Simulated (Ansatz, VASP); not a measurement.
## ZnSe (tetragonal ZnSe monolayer) in two plane-wave programs

Wanted: the spread between two codes on one cell, functional and k mesh. Of the first pair: The structure shown is the start of the Ansatz relaxation below; VASP solves that cell, so the two are compared at the walk's first step.

Method: plane waves, with VASP 6.6.1 beside it; single point at PBE with D3(BJ), in Ansatz 0.2.0.

## 1. Set-up

The cell holds 4 atoms: 2 Se and 2 Zn. Its edges and angles: a = 4.000 Å, b = 4.000 Å, c = 36.386 Å, α = 90.0°, β = 90.0°, γ = 90.0°. Vacuum lies along c.

Structure file:

```cif
data_structure
_symmetry_space_group_name_H-M 'P 1'
_symmetry_Int_Tables_number 1
_cell_length_a 4.0000
_cell_length_b 4.0000
_cell_length_c 36.3857
_cell_angle_alpha 90.000
_cell_angle_beta 90.000
_cell_angle_gamma 90.000
_cell_volume 582.17
loop_
_atom_site_label
_atom_site_type_symbol
_atom_site_fract_x
_atom_site_fract_y
_atom_site_fract_z
_atom_site_occupancy
Se1 Se 0.50000 0.00000 0.46309 1
Se2 Se 0.00000 0.50000 0.53691 1
Zn3 Zn 0.00000 0.00000 0.50000 1
Zn4 Zn 0.50000 0.50000 0.50000 1
```

## 2. Ansatz: relaxation, PBE with D3(BJ)

Ansatz runs on its PAW soft_1 files.

The two programs are compared at the cell with which this relaxation starts, whose forces are those of its first step.

Contents of input.yaml:

```yaml
crystal:
  lattice:
    - [4.0, 0.0, 0.0]
    - [0.0, 4.0, 0.0]
    - [0.0, 0.0, 36.3857259733]
  atoms:
    - { symbol: Se, position: [0.5, 0.0, 0.4630936871] }
    - { symbol: Zn, position: [0.0, 0.0, 0.5] }
    - { symbol: Zn, position: [0.5, 0.5, 0.5] }
    - { symbol: Se, position: [0.0, 0.5, 0.5369063129] }
  periodic: [true, true, false]
kpoints:
  mp_grid: { grid: [8, 8, 1] }
hamiltonian:
  xc: pbe
  dispersion: d3bj
  pseudopotentials: { kind: paw, azcp: { folder: soft_1 } }
scf:
  occupations: { method: fermi_dirac, width: 0.05 }
  convergence: { dr2_threshold: 1.0e-09 }
relax:
  f_tol: 0.004
  max_steps: 90
  cell: {}
output:
  write_potential: true
  write_density: true
  volumetric_format: npy
```

Started as:

```
ansatz run input.yaml --threads 2 --pin off --max-ram 3072MiB --backend cpu --events-out ev --progress --plain --runs-dir out
```

Numbers of over 12 decimals in the logs are rounded to 6 here.

What it wrote:

```text
Warning: relax.cell: scf.convergence.dr2_threshold = 1e-9 eV is looser than the 2.48558912083e-10 eV advised for a relaxation that steers and ends on the stress (1e-10 eV for each atom of the cell: 4, times the square of relax.cell.stress_2d_tol = 0.05 N/m over 12.7 Å (the atoms' height at the walk's start and 5 Å past either face), 3.941e-2 GPa, over a crystal's default 0.05). What an SCF threshold leaves in a stress goes as its square root, and in the free energy as the threshold itself, and one threshold admits the most on a small cell: [figures from the program's tests cut] Set scf.convergence.dr2_threshold to 2.48558912083e-10 eV or tighter. [rest of the remark cut]
Engine: ansatz 0.2.0, aarch64-unknown-linux-gnu
Pseudopotentials: kind: paw
Pseudopotential: Se, paw, valence charge 16, recommended cutoff 420 eV (normal), soft_1/Se.paw.azcp
Pseudopotential: Zn, paw, valence charge 12, recommended cutoff 420 eV (normal), soft_1/Zn.paw.azcp
Functional definition: PBE
  parameter kappa = 0.804
  parameter beta = 0.066725
  exchange = pbe_x(kappa = kappa, mu = beta*pi^2/3)
  correlation = pbe_c(beta = beta)
Crystal: 4 atoms, lattice volume = 582.172 Å³
Basis set: ecut = 420 eV, 11409 PW (Γ), exchange–correlation on 54×54×500 points (8 copies of the dense FFT grid, shifted against one another)
Bands: 34, of which v1, the nominal top of the filled ones, is band 28 counted from 1 (27 counted from 0)
Symmetry: 16 space group operations
Space group: P4/nmm (ITA 129), of the structure as read, at distance tolerance 8.3e-5 Å
k-points: 15 of 64
Non-local potential: Se, projectors of the file, l = 0: 2, l = 1: 2, l = 2: 3, l = 3: 1
Non-local potential: Zn, projectors of the file, l = 0: 2, l = 1: 2, l = 2: 3, l = 3: 1
PAW form: soft (Blöchl's): semilocal exchange-correlation on the pseudo side does not see the compensation charge
PAW one-centre angular grid: Se, 590 points (default); XC on 64 Gauss nodes
PAW one-centre angular grid: Zn, 590 points (default); XC on 64 Gauss nodes
Initial density: superposition of atomic densities (neutral atoms: chi_scale 0, normalization atom)
Initial wavefunctions: pseudopotential atomic-orbital guess
Functional: x = pbe(κ = 0.804, μ = 0.219515), c = pbe(β = 0.066725)
SCF iter   1: F=—  HF=-17579.650440 eV  |F-HF|=—  |Δ(HF+E_count)|=         —  Δρ=1.62e-2  dr2=2.42e0  ethr=3.10e-3  ⟨swp⟩=17.2  Hψ=3919  notcnv=0
preconditioner: auto → Resta (q_TF=auto, 1.847 Å⁻¹)  ε∞=1.7  [insulator: Δε(μ)=2.693 eV  Ē_g=10.682 eV  σ=0.050 eV  W_gap=1.00  n_scr=64 (ndim 8)  ℏωp=9.2 eV  f_vac=0.826  D(μ)=0.00/eV (n_scr^D=0)  ε∞_Penn≈1.7  vacuum switching on, ρ_ref=8.3e-3 e/Å³]
SCF iter   2: F=—  HF=-17579.074750 eV  |F-HF|=—  |Δ(HF+E_count)|=   5.76e-1  Δρ=1.15e-2  dr2=3.96e-1  ethr=3.10e-3  ⟨swp⟩=3.6  Hψ=1075  notcnv=0  defer=24
SCF iter   3: F=—  HF=-17578.955311 eV  |F-HF|=—  |Δ(HF+E_count)|=   1.19e-1  Δρ=3.46e-3  dr2=6.37e-2  ethr=7.07e-4  ⟨swp⟩=3.5  Hψ=1252  notcnv=0  defer=24
SCF iter   4: F=—  HF=-17578.949698 eV  |F-HF|=—  |Δ(HF+E_count)|=   5.61e-3  Δρ=1.96e-3  dr2=1.04e-2  ethr=1.14e-4  ⟨swp⟩=2.3  Hψ=1000  notcnv=0  defer=24
SCF iter   5: F=—  HF=-17578.949628 eV  |F-HF|=—  |Δ(HF+E_count)|=   6.99e-5  Δρ=5.76e-4  dr2=9.42e-4  ethr=1.86e-5  ⟨swp⟩=3.3  Hψ=1352  notcnv=0  defer=25
SCF iter   6: F=—  HF=-17578.949919 eV  |F-HF|=—  |Δ(HF+E_count)|=   2.90e-4  Δρ=8.10e-5  dr2=3.10e-5  ethr=1.68e-6  ⟨swp⟩=2.7  Hψ=832  notcnv=0  defer=25
SCF iter   7: F=—  HF=-17578.949928 eV  |F-HF|=—  |Δ(HF+E_count)|=   9.29e-6  Δρ=2.71e-5  dr2=3.06e-6  ethr=5.54e-8  ⟨swp⟩=3.0  Hψ=1114  notcnv=0  defer=25
SCF iter   8: F=—  HF=-17578.950039 eV  |F-HF|=—  |Δ(HF+E_count)|=   1.12e-4  Δρ=9.38e-6  dr2=4.61e-7  ethr=5.47e-9  ⟨swp⟩=2.6  Hψ=1013  notcnv=0  defer=25
SCF iter   9: F=—  HF=-17578.950040 eV  |F-HF|=—  |Δ(HF+E_count)|=   8.16e-8  Δρ=1.00e-6  dr2=1.57e-8  ethr=8.24e-10  ⟨swp⟩=2.9  Hψ=832  notcnv=0  defer=25
SCF iter  10: F=-17578.950040 eV  HF=-17578.950040 eV  |F-HF|=1.13e-9  |Δ(HF+E_count)|=   1.71e-8  Δρ=2.35e-7  dr2=3.64e-10  ethr=1.79e-12  ⟨swp⟩=9.4  Hψ=4431  notcnv=0
SCF 1 converged in 10 iterations: F = -17578.950040 eV  dr2 = 3.64e-10
  greatest PAW one-centre occupation: 1.000 electrons in one spin orbital (limit 2), on the Se atom at site 3 (counted from 0), in its partial waves of l = 2
[...]
eigensolver tolerance schedule: the retry pair's looser diagonalisation over-reported the residual by 365.10 of it (diagonalisation noise at 0.61 of the residual, at the tolerance the schedule requests for it); recorded, not acted on — ethr = c·dr2/N_el stays at c = 1.0e-1
preconditioner: auto → Resta (q_TF=auto, 1.843 Å⁻¹)  ε∞=1.7  [insulator: Δε(μ)=2.334 eV  Ē_g=10.740 eV  σ=0.050 eV  W_gap=1.00  n_scr=64 (ndim 8)  ℏωp=9.2 eV  f_vac=0.824  D(μ)=0.00/eV (n_scr^D=0)  ε∞_Penn≈1.7  vacuum switching on, ρ_ref=8.4e-3 e/Å³]
SCF iter   2: F=—  HF=-17579.303509 eV  |F-HF|=—  |Δ(HF+E_count)|=   6.91e-3  Δρ=8.69e-5  dr2=2.13e-6  ethr=8.76e-9  ⟨swp⟩=4.4  Hψ=1500  notcnv=0
SCF iter   3: F=—  HF=-17579.306758 eV  |F-HF|=—  |Δ(HF+E_count)|=   3.25e-3  Δρ=2.76e-5  dr2=5.01e-7  ethr=3.80e-9  ⟨swp⟩=3.2  Hψ=956  notcnv=0
SCF iter   4: F=—  HF=-17579.307416 eV  |F-HF|=—  |Δ(HF+E_count)|=   6.58e-4  Δρ=6.43e-6  dr2=5.68e-8  ethr=8.95e-10  ⟨swp⟩=3.3  Hψ=1033  notcnv=0  defer=1
SCF iter   5: F=—  HF=-17579.307471 eV  |F-HF|=—  |Δ(HF+E_count)|=   5.55e-5  Δρ=1.56e-6  dr2=5.16e-9  ethr=1.02e-10  ⟨swp⟩=2.9  Hψ=948  notcnv=0  defer=2
iter 6 met the thresholds in force, and the SCF goes on: an eigenvalue changes by 10.75 meV, over its tolerance of 1.04 meV (output.eigenvalues, Limitations)
SCF iter   6: F=-17579.307480 eV  HF=-17579.307478 eV  |F-HF|=1.77e-6  |Δ(HF+E_count)|=   6.99e-6  Δρ=4.59e-7  dr2=4.41e-10  ethr=1.79e-12  ⟨swp⟩=27.6  Hψ=4771  notcnv=0
iter 7 met the thresholds in force, and the SCF goes on: an eigenvalue changes by 3.13 meV, over its tolerance of 1.01 meV (output.eigenvalues, Limitations)
SCF iter   7: F=-17579.307480 eV  HF=-17579.307480 eV  |F-HF|=3.42e-7  |Δ(HF+E_count)|=   1.43e-6  Δρ=1.38e-7  dr2=4.48e-11  ethr=1.00e-12  ⟨swp⟩=9.8  Hψ=3433  notcnv=0
Mixer restart at iter 7: flushing history
SCF iter   8: F=-17579.307480 eV  HF=-17579.307480 eV  |F-HF|=1.20e-10  |Δ(HF+E_count)|=   3.42e-7  Δρ=3.99e-8  dr2=1.07e-11  ethr=1.00e-12  ⟨swp⟩=9.5  Hψ=3361  notcnv=0
SCF 6 converged in 8 iterations: F = -17579.307480 eV  dr2 = 1.07e-11
relax step   6: F+E_penalty+E_count = -17579.30748021 eV  Δ(F+E_penalty+E_count) = -4.681e-4 eV  max|allowed force component| = 4.115e-4 eV/Å  Δτ_max = 0.0000 Å  P = +0.020 N/m  Ω = 589.276 Å³  fix = [c, alpha, beta]  reactions: c +0.000 N/m  stress off target by 2.04e-2 N/m on what of the cell is left free  SCF on the basis re-selected at this cell (its energy is not comparable with the rows above)  (8 SCF iters)
basis re-selected at this cell: Δ(F+E_penalty+E_count) = -4.681e-4 eV, ΔP = -0.001 N/m vs the last step (what re-selecting the basis moved, of the pressure what is left beyond the Pulay correction that the steps carried, after the strain that the cell walked since its last selection, with what the two solves' SCF thresholds leave and, on support functions, any second-order correction that the steps lacked; it is no m [...]
WARN: The output density's exchange-correlation potential varies sharply where the density is thin. Do not read a vacuum level from v_tot or v_xc, or from such a field of the output density. On a cell that repeats whose density bears no net charge and no dipole along the vacuum's axis use v_es (v_loc + v_h of the components); under efield.dipole_correction with no amplitude use v_es + v_field, which holds any externa [...]
SCF converged after 8 iterations
an eigenvalue changed by more than its tolerance at an iteration that met the thresholds in force, so the SCF went on 2 times, its first undamped step at iteration 7: the last check found none over its tolerance
Free energy (F): -17579.307480 eV
Harris-Foulkes:  -17579.307480 eV  (|F-HF|=1.20e-10)
Internal energy: -17579.307480 eV  (E = F + TS)
E sigma→0 (E₀):  -17579.307480 eV
Fermi energy:    -4.686345 eV
--- Per-component energies (eV) ---
  E_band       = -1465.260649
  E_kinetic    = 514.810179
  E_local      = -144241.313758  (includes V_loc(G=0)·N_el)
  E_nonlocal   = 933.004790
  E_hartree    = 71414.035239
  E_xc         = -326.406021
  E_vxc        = -281.840849  (∫ρ·V_xc dr)
  E_paw        = -8056.599396  (= ΣΔE_a)
  E_vpaw       = -1217.990386  (= ΣTr[D̂ρ^β])
  E_aug_tail   = -0.001197  (compensation charges beyond the density's cutoff)
  E_ewald      = 62184.036055
  E_disp       = -0.873371  (pairwise vdW)
  E_smearing   = -0.000000  (= −TS)
  E_closure    = -0.000000  (closes the sum)
  Σ components = -17579.307480   (vs F -17579.307480, Δ=0.00e0)
--- Forces (eV/Å), atoms counted from 1 ---
  atom   1  Se     0.00000000     0.00000000    -0.00041148
  atom   2  Zn     0.00000000    -0.00000000     0.00000000
  atom   3  Zn     0.00000000    -0.00000000    -0.00000000
  atom   4  Se     0.00000000     0.00000000     0.00041148
  max |Σ_I F_I| component: 1.35e-27 eV/Å
--- 2D stress c σ (N/m, compression-positive) ---
        0.020436       0.000000       0.000000
        0.000000       0.020436       0.000000
        0.000000       0.000000       0.000000
  P = ½ c Tr σ = 0.0204 N/m
--- Band table (eV; the first three rows and the last of 15) ---
  k-point 0: bands = [... 24 lower, -7.8625, -6.5280, -5.8965, -5.8965, -3.5622, -3.2612, -2.5953, -0.3845, ... 2 higher]
  k-point 1: bands = [... 24 lower, -7.7339, -6.4986, -6.3290, -5.9125, -3.2283, -2.9096, -1.9958, -0.5384 (-0.5384°), ... 2 higher]
  k-point 2: bands = [... 24 lower, -7.3914, -6.9563, -6.5551, -5.9835, -3.0444, -2.4528, -0.9464 (-0.9463°), -0.0821 (-0.0822°), ... 2 higher]
  k-point 14: bands = [... 24 lower, -8.1902, -8.1902, -8.1722, -8.1722, -1.9106, -1.9106, -1.6887, -1.6887, ... 2 higher]
  ° read free of the cell's end (the report's vacuum.weakly_bound_levels)
--- Relaxed structure (5 steps of the walk, 5 accepted, 1 SCFs on fresh bases) ---
  F+E_penalty+E_count = -17579.30748021 eV   max|allowed force component| = 4.115e-4 eV/Å   (the final SCF, on the basis selected at the relaxed cell)
  cell:  # Å, volume = 589.2760 Å³
    - [4.024332, 0, 0.0]
    - [0, 4.024332, 0.0]
    - [0.0, 0.0, 36.3857259733]
  atoms:
    - { symbol: Se, position: [0.500000, 0, 0.458377] }
    - { symbol: Zn, position: [0, 0, 0.5] }
    - { symbol: Zn, position: [0.500000, 0.500000, 0.5] }
    - { symbol: Se, position: [0, 0.500000, 0.541623] }
```

The column dr2 measures how far the density is from self-consistency, as an energy; F and HF (Harris–Foulkes) agree once it is small.

## 3. VASP: single point, PBE with D3(BJ), start cell, pair 1

The same cell, functional, mesh and smearing now go to VASP, with its own data sets.

Lines of VASP's logs that name or quote its potential files are left out, and so is its time.

Contents of INCAR:

```
SYSTEM = ZnSe
PREC = Accurate
ENCUT = 400
EDIFF = 1E-06
NELM = 120
ISMEAR = -1
SIGMA = 0.05
LREAL = .FALSE.
ALGO = Normal
GGA = PE
IVDW = 12
NBANDS = 24
LORBIT = 11
LWAVE = .FALSE.
LCHARG = .FALSE.
ISIF = 2
LDIPOL = .TRUE.
IDIPOL = 3
DIPOL = 0.5 0.5 0.5
LVHAR = .TRUE.
LASPH = .TRUE.
GGA_COMPAT = .FALSE.
EFERMI = MIDGAP
NELMDL = -8
```

Contents of POSCAR:

```
ZnSe
1.0
    4.0000000000      0.0000000000      0.0000000000
    0.0000000000      4.0000000000      0.0000000000
    0.0000000000      0.0000000000     36.3857260000
Se Zn
2 2
Direct
    0.5000000000      0.0000000000      0.4630936868
    0.0000000000      0.5000000000      0.5369063132
    0.0000000000      0.0000000000      0.5000000000
    0.5000000000      0.5000000000      0.5000000000
```

Contents of KPOINTS:

```
Automatic mesh
0
Gamma
8 8 1
0 0 0
```

Potentials, in the order of the species: Se and Zn (PBE family, release 64).

Started as:

```
mpirun -np 1 vasp_std
```

What it wrote:

```text
[banner, memory and clock lines left out]
running    1 mpi-ranks, on    1 nodes
 distrk:  each k-point on    1 cores,    1 groups
 distr:  one band on    1 cores,    1 groups

 POSCAR found type information on POSCAR SeZn
 POSCAR found :  2 types and       4 ions
 LDA part: xc-table for (Slater+PW92), standard interpolation
 POSCAR, INCAR and KPOINTS ok, starting setup
 FFT: planning ... GRIDC
 FFT: planning ... GRID_SOFT
 FFT: planning ... GRID
 WAVECAR not read
 entering main loop
       N       E                     dE             d eps       ncg     rms          rms(c)
DAV:   1     0.187513745957E+03    0.18751E+03   -0.11477E+04   856   0.883E+02
DAV:   2     0.113800194810E+02   -0.17613E+03   -0.17162E+03   944   0.222E+02
DAV:   3    -0.110236346205E+02   -0.22404E+02   -0.22296E+02   872   0.755E+01
DAV:   4    -0.116810370613E+02   -0.65740E+00   -0.65639E+00   864   0.142E+01
DAV:   5    -0.116945845108E+02   -0.13547E-01   -0.13542E-01   880   0.189E+00
DAV:   6    -0.116949321091E+02   -0.34760E-03   -0.34759E-03   896   0.314E-01
DAV:   7    -0.116949429394E+02   -0.10830E-04   -0.10830E-04   920   0.537E-02
DAV:   8    -0.116949433330E+02   -0.39359E-06   -0.39356E-06   888   0.105E-02    0.912E+00
DAV:   9    -0.110049001176E+02    0.69004E+00   -0.18937E+00  1032   0.370E+01    0.712E+00
DAV:  10    -0.109978033397E+02    0.70968E-02   -0.13250E+00   840   0.736E+00    0.143E+00
DAV:  11    -0.109866894979E+02    0.11114E-01   -0.35181E-02   832   0.142E+00    0.447E-01
DAV:  12    -0.109828871417E+02    0.38024E-02   -0.23097E-02   864   0.833E-01    0.999E-02
DAV:  13    -0.109830724721E+02   -0.18533E-03   -0.11207E-03   896   0.238E-01    0.544E-02
DAV:  14    -0.109831736074E+02   -0.10114E-03   -0.10526E-04   920   0.133E-01    0.273E-02
DAV:  15    -0.109832069772E+02   -0.33370E-04   -0.40194E-05   880   0.800E-02    0.676E-03
DAV:  16    -0.109832138810E+02   -0.69038E-05   -0.37897E-06   912   0.171E-02    0.467E-03
DAV:  17    -0.109832266046E+02   -0.12724E-04   -0.18275E-06   728   0.767E-03    0.142E-03
DAV:  18    -0.109832304123E+02   -0.38077E-05   -0.13993E-07   656   0.194E-03    0.828E-04
DAV:  19    -0.109832389594E+02   -0.85471E-05   -0.41513E-07   608   0.200E-03    0.856E-04
DAV:  20    -0.109832422469E+02   -0.32875E-05   -0.92461E-08   664   0.213E-03    0.297E-04
DAV:  21    -0.109832473118E+02   -0.50649E-05   -0.32344E-07   632   0.205E-03    0.363E-04
DAV:  22    -0.109832482612E+02   -0.94935E-06   -0.45154E-08   664   0.890E-04
   1 F= -.11897806E+02 E0= -.11897806E+02  d E =-.235023E-09
```

From OUTCAR (step 3):

```text
ion  position               nearest neighbor table
   1  0.500  0.000  0.463-   3 2.41   4 2.41   4 2.41   3 2.41
   2  0.000  0.500  0.537-   3 2.41   4 2.41   3 2.41   4 2.41
   3  0.000  0.000  0.500-   1 2.41   2 2.41   2 2.41   1 2.41   4 2.83   4 2.83   4 2.83   4 2.83

  LATTYP: Found a simple tetragonal cell.
 ALAT       =     4.0000000000
 C/A-ratio  =     9.0964315000

 Subroutine GETGRP returns: Found 16 space group operations
 (whereof  8 operations were pure point group operations)

The static configuration has the point symmetry D_2d.
 The point group associated with its full space group is D_4h.

 Found     15 irreducible k-points:

   k-points           NKPTS =     15   k-points in BZ     NKDIM =     15   number of bands    NBANDS=     24

   dimension x,y,z NGX =    28 NGY =   28 NGZ =  240
   dimension x,y,z NGXF=    56 NGYF=   56 NGZF=  480

   ENCUT  =  400.0 eV  29.40 Ry    5.42 a.u.   6.52  6.52 59.34*2*pi/ulx,y,z

   NELECT =      36.0000    total number of electrons

 k-points in reciprocal lattice and weights: Automatic mesh
   0.00000000  0.00000000  0.00000000       0.016
   0.12500000  0.00000000  0.00000000       0.062
   0.25000000  0.00000000  0.00000000       0.062
   0.37500000  0.00000000  0.00000000       0.062
   0.50000000  0.00000000  0.00000000       0.031
   0.12500000  0.12500000  0.00000000       0.062
   0.25000000  0.12500000  0.00000000       0.125
   0.37500000  0.12500000  0.00000000       0.125
   0.50000000  0.12500000  0.00000000       0.062
[...]
0.50000000  0.37500000  0.00000000       0.062
   0.50000000  0.50000000  0.00000000       0.016

 dipolmoment           0.000000      0.000000      0.000000 electrons x Angstroem

 average (electrostatic) potential at core
       1 -62.1409       2 -62.1409       3 -43.7131       4 -43.7131

 E-fermi :  -3.7630

 k-point     1 :       0.0000    0.0000    0.0000
  band No.  band energies     occupation
    ...
     14      -7.3687      2.00000
     15      -7.3687      2.00000
     16      -5.1664      2.00000
     17      -4.7996      2.00000
     18      -4.7996      2.00000
     19      -2.7788      0.00000
     20      -1.7527      0.00000
     21      -1.5243      0.00000
     22       0.7545      0.00000
     23       0.7731      0.00000
    ...

 k-point     2 :       0.1250    0.0000    0.0000
  band No.  band energies     occupation
    ...
     14      -8.0242      2.00000
     15      -7.2147      2.00000
     16      -5.2329      2.00000
     17      -5.1055      2.00000
     18      -4.8351      2.00000
     19      -2.3451      0.00000
     20      -1.3626      0.00000
     21      -1.0128      0.00000
     22       0.7248      0.00000
     23       1.0152      0.00000
    ...

 k-point     3 :       0.2500    0.0000    0.0000
  band No.  band energies     occupation
    ...
     14      -8.6669      2.00000
     15      -6.8064      2.00000
     16      -5.8163      2.00000
     17      -5.1536      2.00000
     18      -4.9670      2.00000
     19      -2.0396      0.00000
     20      -0.9024      0.00000
     21       0.6237      0.00000
     22       0.8516      0.00000
     23       1.1746      0.00000
    ...

 Edisp (eV)   -0.91456

  Total       4.49726     4.49726     5.43692     0.00000    -0.00000     0.00000
  in kB      12.37677    12.37677    14.96279     0.00000    -0.00000     0.00000
  external pressure =       13.24 kB  Pullay stress =        0.00 kB

  energy-cutoff  :      400.00
  volume of cell :      582.17
      direct lattice vectors                 reciprocal lattice vectors
     4.000000000  0.000000000  0.000000000     0.250000000  0.000000000  0.000000000
     0.000000000  4.000000000  0.000000000     0.000000000  0.250000000  0.000000000
     0.000000000  0.000000000 36.385726000     0.000000000  0.000000000  0.027483305

 POSITION                                       TOTAL-FORCE (eV/Angst)
 -----------------------------------------------------------------------------------
      2.00000      0.00000     16.85000        -0.000000      0.000000     -2.070711
      0.00000      2.00000     19.53573        -0.000000      0.000000      2.070711
      0.00000      0.00000     18.19286        -0.000000      0.000000     -0.000000
      2.00000      2.00000     18.19286         0.000000      0.000000     -0.000000
 -----------------------------------------------------------------------------------
    total drift:                                0.000000      0.000000      0.000000

  FREE ENERGIE OF THE ION-ELECTRON SYSTEM (eV)
  ---------------------------------------------------
  free  energy   TOTEN  =       -11.8978061845 eV

  energy  without entropy=      -11.8978061843  energy(sigma->0) =      -11.89780618

 vacuum level on the upper side and lower side of the slab         1.147         1.147

 total charge
# of ion       s       p       d       tot
------------------------------------------
    1        1.459   2.430   0.040   3.929
    2        1.459   2.430   0.040   3.929
    3        0.539   0.531   9.813  10.882
    4        0.539   0.531   9.813  10.882
--------------------------------------------------
tot          3.994   5.923  19.706  29.623

[... 3 further parts left out ...]
```

The gap is read on the k-mesh alone, so it is an upper bound where the band edges lie off the mesh.

[end of part 1 of 2]

[Lines on the potential files, build, host, timing and source positions are cut from VASP's logs without a mark.]

[Logs are printed without paths, hosts, clocks, repeated set-up lines and the standing remarks that a program may print on its own settings, such as how far it seeks lower states.]

[Hosts, paths, dates, database ids (printed as entryN), source tags and the programs' standing remarks are cut or masked in the printed files.]
